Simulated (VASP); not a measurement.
Zr (hcp) is relaxed at rising pressure, each step from the one before. Symmetry mostly holds the structure type, and other phases were not tried. The mesh follows the cell, and a change of mesh leaves a small step in the series.

Consider the following.

```
Zr
1.0
    1.61994    -2.80582     0.00000
    1.61994     2.80582     0.00000
    0.00000     0.00000     5.17132
Zr
2
Cartesian
  1.61994   0.93528   1.29283
  1.61994  -0.93528   3.87849
```

Method: r2SCAN meta-GGA, VASP's PBE PAW potentials (set 64) (plane waves; VASP). Run with 500 eV cut-off, 13×13×7 Γ-centred mesh, first-order Methfessel-Paxton smearing of 0.10 eV, potentials Zr_sv.

| P (GPa) | V (Å³/atom) | H − H(0) (eV/atom) | space group | gap on the mesh (eV) | k-mesh |
|---|---|---|---|---|---|
| 0 | 23.51 | 0.000 | P6_3/mmc | 0.00 | 13×13×7 |
| 5 | 22.38 | 0.716 | P6_3/mmc | 0.00 | 13×13×7 |
| 10 | 21.45 | 1.399 | P6_3/mmc | 0.00 | 13×13×7 |
| 20 | 19.93 | 2.689 | P6_3/mmc | 0.00 | 14×14×8 |
| 30 | 18.70 | 3.893 | P6_3/mmc | 0.00 | 14×14×8 |
| 45 | 17.27 | 5.576 | P6_3/mmc | 0.00 | 14×14×8 |

Pressures at which the relaxation failed are left out.

The compound is Zr in the hcp structure.
